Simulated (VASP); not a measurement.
# BeB3 (Fd-3m) in VASP: further runs, part 2 of 2

VASP 6.6.1.

### Step 4. Single point, PBE (random cell by space group and Wyckoff sites (Fd-3m, No. 227))

INCAR reads:

```
SYSTEM = BeB3
PREC = Accurate
ENCUT = 520
EDIFF = 1E-6
ISMEAR = 0
SIGMA = 0.1
LREAL = .FALSE.
LASPH = .TRUE.
NELM = 60
ALGO = Normal
ISIF = 2
LWAVE = .FALSE.
LCHARG = .FALSE.
GGA = PE
NBANDS = 21
```

KPOINTS reads:

```
regular mesh
0
G
  6 6 6
  0 0 0
```

POSCAR reads:

```
BeB3
1.0
    0.0000000000      2.9336361500      2.9336361500
    2.9336361500      0.0000000000      2.9336361500
    2.9336361500      2.9336361500      0.0000000000
Be B
2 6
Direct
    0.7500000000      0.7500000000      0.7500000000
    0.5000000000      0.5000000000      0.5000000000
    0.0000000000      0.0000000000      0.0000000000
    0.2500000000      0.2500000000      0.2500000000
    0.1250000000      0.1250000000      0.1250000000
    0.1250000000      0.1250000000      0.6250000000
    0.1250000000      0.6250000000      0.1250000000
    0.6250000000      0.1250000000      0.1250000000
```

Potentials or basis: VASP PAW PBE potentials, release 64 (Be, B).

On the command line:

```sh
> cat potpaw_PBE.64/Be/POTCAR potpaw_PBE.64/B/POTCAR > POTCAR
> mpirun -np 1 vasp_std > vasp.out
```

OUTCAR:

```text
SYSTEM = BeB3
   PREC = Accurate
   ENCUT = 520
   EDIFF = 1E-6
   ISMEAR = 0
   LREAL = .FALSE.
   LASPH = .TRUE.
   NELM = 60
   ISIF = 2
   GGA = PE

 ion  position               nearest neighbor table
   1  0.750  0.750  0.750-
   2  0.500  0.500  0.500-
   3  0.000  0.000  0.000-   5 1.27   6 1.27   7 1.27   8 1.27
   4  0.250  0.250  0.250-   5 1.27   6 1.27   7 1.27   8 1.27
   5  0.125  0.125  0.125-   3 1.27   4 1.27   6 2.07   7 2.07   8 2.07   6 2.07   7 2.07   8 2.07

[... 592 lines left out ...]
  Total       57.6100455     57.6100455     57.6100455     -0.0000000      0.0000000      0.0000000
  in kB     1827.9320985   1827.9320985   1827.9320985     -0.0000000      0.0000000      0.0000000
  external PRESSURE =    1827.9320985 kB  Pullay stress =       0.0000000 kB

 VOLUME and BASIS-vectors are now :
 -----------------------------------------------------------------------------
  energy-cutoff  :      520.00
  volume of cell :       50.50
      direct lattice vectors                 reciprocal lattice vectors
     0.000000000  2.933636150  2.933636150    -0.170436951  0.170436951  0.170436951
     2.933636150  0.000000000  2.933636150     0.170436951 -0.170436951  0.170436951
     2.933636150  2.933636150  0.000000000     0.170436951  0.170436951 -0.170436951

 POSITION                                       TOTAL-FORCE (eV/Angst)
 -----------------------------------------------------------------------------------
      4.40045      4.40045      4.40045         0.000000      0.000000      0.000000
      2.93364      2.93364      2.93364        -0.000000     -0.000000     -0.000000
      0.00000      0.00000      0.00000        -0.000000     -0.000000     -0.000000
      1.46682      1.46682      1.46682         0.000000      0.000000      0.000000
      0.73341      0.73341      0.73341        -0.000000     -0.000000     -0.000000
      2.20023      2.20023      0.73341        -0.000000     -0.000000     -0.000000
      2.20023      0.73341      2.20023        -0.000000     -0.000000     -0.000000
      0.73341      2.20023      2.20023        -0.000000     -0.000000     -0.000000
 -----------------------------------------------------------------------------------
    total drift:                                0.000000      0.000000      0.000000

  FREE ENERGIE OF THE ION-ELECTRON SYSTEM (eV)
  ---------------------------------------------------
  free  energy   TOTEN  =       -20.0817856057 eV

  energy  without entropy=      -20.0736269910  energy(sigma->0) =      -20.07770630
```

OSZICAR:

```text
N       E                     dE             d eps       ncg     rms          rms(c)
DAV:   1     0.708677003249E+02    0.70868E+02   -0.10939E+04   672   0.982E+02
DAV:   2    -0.337208596485E+02   -0.10459E+03   -0.99260E+02   862   0.218E+02
DAV:   3    -0.387615665178E+02   -0.50407E+01   -0.49705E+01   923   0.438E+01
DAV:   4    -0.387981575072E+02   -0.36591E-01   -0.36524E-01   747   0.377E+00
DAV:   5    -0.387984075927E+02   -0.25009E-03   -0.25006E-03   900   0.321E-01    0.190E+01
DAV:   6    -0.211148498979E+02    0.17684E+02   -0.28474E+01   713   0.308E+01    0.780E+00
DAV:   7    -0.201068292414E+02    0.10080E+01   -0.76157E+00   933   0.151E+01    0.334E+00
DAV:   8    -0.201148292733E+02   -0.80000E-02   -0.63822E-01   867   0.461E+00    0.125E+00
DAV:   9    -0.200895323412E+02    0.25297E-01   -0.18309E-01   790   0.241E+00    0.363E-01
DAV:  10    -0.200816734795E+02    0.78589E-02   -0.24145E-02   767   0.948E-01    0.666E-02
DAV:  11    -0.200819554141E+02   -0.28193E-03   -0.16469E-03   897   0.244E-01    0.583E-02
DAV:  12    -0.200817833174E+02    0.17210E-03   -0.54789E-04   826   0.132E-01    0.623E-03
DAV:  13    -0.200817855626E+02   -0.22452E-05   -0.26591E-05   787   0.313E-02    0.125E-03
DAV:  14    -0.200817856057E+02   -0.43100E-07   -0.38947E-07   503   0.404E-03
   1 F= -.20081786E+02 E0= -.20077706E+02  d E =-.815861E-02
```

stdout:

```text
POSCAR found type information on POSCAR BeB
 POSCAR found :  2 types and       8 ions
 scaLAPACK will be used
 LDA part: xc-table for (Slater+PW92), standard interpolation
 POSCAR, INCAR and KPOINTS ok, starting setup
 FFT: planning ... GRIDC
 FFT: planning ... GRID_SOFT
 FFT: planning ... GRID
 WAVECAR not read
 entering main loop
```

Wall time 16 s (1 thread of Intel Xeon Platinum 8488C (Sapphire Rapids), shared host); peak memory 0.17 GiB.

Results:

| Property | Result |
| --- | --- |
| Free energy | -20.0818 eV |
| Pressure | 182.8 GPa |
| Band gap on the k mesh | none (metal or under the smearing width) |

Caveat: a pressure of tens of GPa on the cell as given is suspect, and the run, the potentials or the cell itself is likely at fault.

### Step 5. Single point, PBE (random cell by space group and Wyckoff sites (Fd-3m, No. 227))

INCAR reads:

```
  PREC = Accurate
  ENCUT = 520
  EDIFF = 1E-6
  ISMEAR = 0
  SIGMA = 0.1
  LREAL = F
  LASPH = T
  NELM = 60
  ALGO = Normal
  ISIF = 2
  LWAVE = F
  LCHARG = T
  GGA = PE
  LELF = T
  LVHAR = T
  NBANDS = 21
```

KPOINTS reads:

```
regular mesh
0
Gamma
  6 6 6
```

Edit POSCAR of step 4 so:

```diff
@@ -2,5 +2,5 @@
 1.0
-    0.0000000000      2.9336361500      2.9336361500
-    2.9336361500      0.0000000000      2.9336361500
-    2.9336361500      2.9336361500      0.0000000000
+    0.0000000000      3.6523812203      3.6523812203
+    3.6523812203      0.0000000000      3.6523812203
+    3.6523812203      3.6523812203      0.0000000000
 Be B
```

On the command line:

```sh
> cat potpaw_PBE.64/Be/POTCAR potpaw_PBE.64/B/POTCAR > POTCAR
> mpirun -np 1 vasp_std > vasp.out
```

Run time: 41 s. Hardware: 1 thread of Intel Xeon Platinum 8488C (Sapphire Rapids), shared host; peak memory 0.24 GiB.

It converged, with:

```yaml
Free_energy: -36.7606 eV
Pressure: 0.3 GPa
Band_gap_on_the_k_mesh: none (metal or under the smearing width)
```

Levels at points of the mesh, in eV from the Fermi level:
```tsv
k point	band 8	band 9	band 10	band 11	band 12	band 13	band 14	band 15
(0.00, 0.00, 0.00)	-5.18	-2.51	-0.75	-0.75	0.97	0.97	0.97	1.85
(0.50, 0.00, 0.00)	-3.50	-1.49	-0.95	-0.91	-0.91	0.98	0.98	3.17
(0.50, 0.50, 0.00)	-3.24	-1.85	-1.85	0.48	0.48	1.49	1.49	3.09
```

### Step 6. Relaxation of cell and atoms, PBE (random cell by space group and Wyckoff sites (Fd-3m, No. 227))

INCAR reads:

```
PREC     = Accurate       # precision mode
ENCUT    = 600            # plane-wave cutoff, eV
EDIFF    = 1E-6           # SCF threshold, eV
ISMEAR   = 0              # smearing method
SIGMA    = 0.1            # smearing width, eV
LREAL    = False          # projectors in reciprocal space
LASPH    = True           # aspherical terms in the spheres
NELM     = 80             # most SCF steps
ALGO     = Normal         # electronic algorithm
ISIF     = 3              # what is computed and relaxed
LWAVE    = False          # write WAVECAR
LCHARG   = False          # write CHGCAR
GGA      = PE             # functional
IBRION   = 2              # ionic algorithm
NSW      = 90             # ionic steps
EDIFFG   = -0.04          # ionic threshold
```

KPOINTS reads:

```
Automatic mesh
0
Gamma
  6 6 6
```

Edit POSCAR of step 5 so:

```diff
@@ -2,5 +2,5 @@
 1.0
-    0.0000000000      3.6523812203      3.6523812203
-    3.6523812203      0.0000000000      3.6523812203
-    3.6523812203      3.6523812203      0.0000000000
+    0.0000000000      2.9336361500      2.9336361500
+    2.9336361500      0.0000000000      2.9336361500
+    2.9336361500      2.9336361500      0.0000000000
 Be B
```

Potentials or basis: VASP PAW PBE potentials, release 64 (Be, B).

On the command line:

```sh
> cat potpaw_PBE.64/Be/POTCAR potpaw_PBE.64/B/POTCAR > POTCAR
> mpirun -np 1 vasp_std > vasp.out
```

OUTCAR:

```text
PREC = Accurate
   ENCUT = 600
   EDIFF = 1E-6
   ISMEAR = 0
   LREAL = False
   LASPH = True
   NELM = 80
   ISIF = 3
   GGA = PE
   IBRION = 2
   NSW = 90
   EDIFFG = -0.04

 ion  position               nearest neighbor table
   1  0.750  0.750  0.750-
   2  0.500  0.500  0.500-
   3  0.000  0.000  0.000-   5 1.27   6 1.27   7 1.27   8 1.27
   4  0.250  0.250  0.250-   5 1.27   6 1.27   7 1.27   8 1.27
   5  0.125  0.125  0.125-   3 1.27   4 1.27   6 2.07   7 2.07   8 2.07   6 2.07   7 2.07   8 2.07

   6  0.125  0.125  0.625-   3 1.27   4 1.27   5 2.07   5 2.07   7 2.07   8 2.07   7 2.07   8 2.07

   7  0.125  0.625  0.125-   3 1.27   4 1.27   5 2.07   6 2.07   5 2.07   6 2.07   8 2.07   8 2.07

   8  0.625  0.125  0.125-   3 1.27   4 1.27   5 2.07   6 2.07   7 2.07   5 2.07   6 2.07   7 2.07

  LATTYP: Found a face centered cubic cell.
 ALAT       =     5.8672723000

  Lattice vectors:

 A1 = (   0.0000000000,   2.9336361500,   2.9336361500)
 A2 = (   2.9336361500,   0.0000000000,   2.9336361500)
 A3 = (   2.9336361500,   2.9336361500,   0.0000000000)

Analysis of symmetry for initial positions (statically):
=====================================================================
 Subroutine PRICEL returns:
 Original cell was already a primitive cell.

 Routine SETGRP: Setting up the symmetry group for a
 face centered cubic supercell.

 Subroutine GETGRP returns: Found 48 space group operations
 (whereof 24 operations were pure point group operations)
[... 159 lines left out ...]
   NGX = 17   NGY = 17   NGZ = 17

--------------------------------------- Ionic step        1  -------------------------------------------

 number of electron      22.0000000 magnetization

 Free energy of the ion-electron system (eV)
  ---------------------------------------------------
  ext. energy  EPLUGINS =         0.00000000
  ---------------------------------------------------
  free energy    TOTEN  =       -20.09574841 eV

  energy without entropy =      -20.08758621  energy(sigma->0) =      -20.09166731

 E-fermi :   8.4768     XC(G=0): -11.8072

 val. band max:        8.4366724114   @ k =   0.1667   0.0000   0.0000
 cond. band min:       8.5240620193   @ k =  -0.3333   0.5000   0.1667
 fundamental gap:      0.0873896079
 Fermi energy:         8.4768050655

 k-point     1 :       0.0000    0.0000    0.0000
  band No.  band energies     occupation
      1      -8.3770      2.00000
      2      -3.0251      2.00000
      3      -0.5623      2.00000
      4      -0.5622      2.00000
      5      -0.5622      2.00000
      6       1.3729      2.00000
[... 460 lines left out ...]
--------------------------------------- Ionic step        5  -------------------------------------------

 number of electron      21.9999999 magnetization

 Free energy of the ion-electron system (eV)
  ---------------------------------------------------
  ext. energy  EPLUGINS =         0.00000000
  ---------------------------------------------------
  free energy    TOTEN  =       -36.74614837 eV

  energy without entropy =      -36.73845239  energy(sigma->0) =      -36.74230038

 E-fermi :   3.0109     XC(G=0):  -9.4054

 val. band max:        2.8708219046   @ k =   0.5000   0.3333   0.0000
 cond. band min:       3.0329721283   @ k =   0.5000   0.1667   0.0000
 fundamental gap:      0.1621502237
 Fermi energy:         3.0109492148

 k-point     1 :       0.0000    0.0000    0.0000
  band No.  band energies     occupation
      1      -9.3793      2.00000
      2      -6.0734      2.00000
      3      -3.0999      2.00000
      4      -3.0999      2.00000
      5      -3.0999      2.00000
      6      -2.1767      2.00000
[... 328 lines left out ...]
  FREE ENERGIE OF THE ION-ELECTRON SYSTEM (eV)
  ---------------------------------------------------
  free  energy   TOTEN  =       -36.7461483715 eV

  energy  without entropy=      -36.7384523928  energy(sigma->0) =      -36.74230038

 reached required accuracy - stopping structural energy minimisation
```

OSZICAR:

```text
N       E                     dE             d eps       ncg     rms          rms(c)
DAV:   1     0.886915505376E+02    0.88692E+02   -0.12087E+04   512   0.143E+03
DAV:   2    -0.331213280124E+02   -0.12181E+03   -0.11922E+03   704   0.275E+02
DAV:   3    -0.387773530605E+02   -0.56560E+01   -0.56312E+01   760   0.599E+01
[... 48 lines left out ...]
DAV:   2    -0.367463876125E+02    0.13708E-02   -0.40107E-03   632   0.377E-01    0.976E-02
DAV:   3    -0.367461808434E+02    0.20677E-03   -0.11018E-03   688   0.177E-01    0.294E-02
DAV:   4    -0.367461620821E+02    0.18761E-04   -0.34071E-04   680   0.791E-02    0.156E-02
DAV:   5    -0.367461481066E+02    0.13975E-04   -0.83946E-05   680   0.428E-02    0.346E-03
DAV:   6    -0.367461483715E+02   -0.26484E-06   -0.31506E-06   552   0.116E-02
   5 F= -.36746148E+02 E0= -.36742300E+02  d E =-.166504E+02
```

Run time: 94 s. Hardware: 1 thread of Intel Xeon Platinum 8488C (Sapphire Rapids), shared host; peak memory 0.2 GiB.

Results:

```
Free energy                            : -36.7461 eV
Relaxed volume                         : 12.15 Å³/atom
Relaxed cell                           : a = 5.161 Å, b = 5.161 Å, c = 5.161 Å, α = 60.00°, β = 60.00°, γ = 60.00°
Space group after relaxing (to 0.05 Å) : Fd-3m (No. 227)
Energy gained by relaxing              : 2081.3 meV/atom
Ionic steps                            : 5
Pressure after relaxing                : 0.5 GPa
Band gap on the k mesh                 : none (metal or under the smearing width)
```

The path:
```
step  energy change (eV)  largest force (eV/Å)  pressure (GPa)  volume (Å³)
   1              0.0000                0.0000          182.75        50.50
   2            -15.2564                0.0000          -14.58       123.50
   3            -16.6252                0.0000            2.94        94.82
   4            -16.6499                0.0000           -0.61        98.37
   5            -16.6504                0.0000            0.51        97.20
```

Final structure:
```
Be B
1.0
     0.00000    3.64933    3.64933
     3.64933    0.00000    3.64933
     3.64933    3.64933    0.00000
Be B
2 6
Direct
  0.75000 0.75000 0.75000
  0.50000 0.50000 0.50000
  0.00000 0.00000 0.00000
  0.25000 0.25000 0.25000
  0.12500 0.12500 0.12500
  0.12500 0.12500 0.62500
  0.12500 0.62500 0.12500
  0.62500 0.12500 0.12500
```

Caveat: the volume moved by over 15 % at a fixed basis, so the end points are rough.

### Step 7. Summary

| task | cell | k mesh | cutoff (eV) | gap on the mesh (eV) | pressure (GPa) |
| --- | --- | --- | --- | --- | --- |
| single point | random cell by space group and Wyckoff sites (Fd-3m, No. 227) | 10 × 10 × 10 | 520 | none | 0.0 |
| relaxation of cell and atoms | relaxed from: random cell by space group and Wyckoff sites (Fd-3m, No. 227) | 10 × 10 × 10 | 600 | none | 0.0 |
| single point | random cell by space group and Wyckoff sites (Fd-3m, No. 227) | 6 × 6 × 6 | 520 | none | 0.3 |
| relaxation of cell and atoms | relaxed from: random cell by space group and Wyckoff sites (Fd-3m, No. 227) | 6 × 6 × 6 | 600 | none | 0.5 |

Alike in all rows: level PBE; potentials or basis VASP PAW PBE potentials, release 64 (Be, B); no spin polarisation; smearing gaussian 0.1 eV.

Caveats: the volume moved by over 15 % at a fixed basis, so the end points are rough (some runs).

Absolute energies hang on the potentials; compare differences alone.
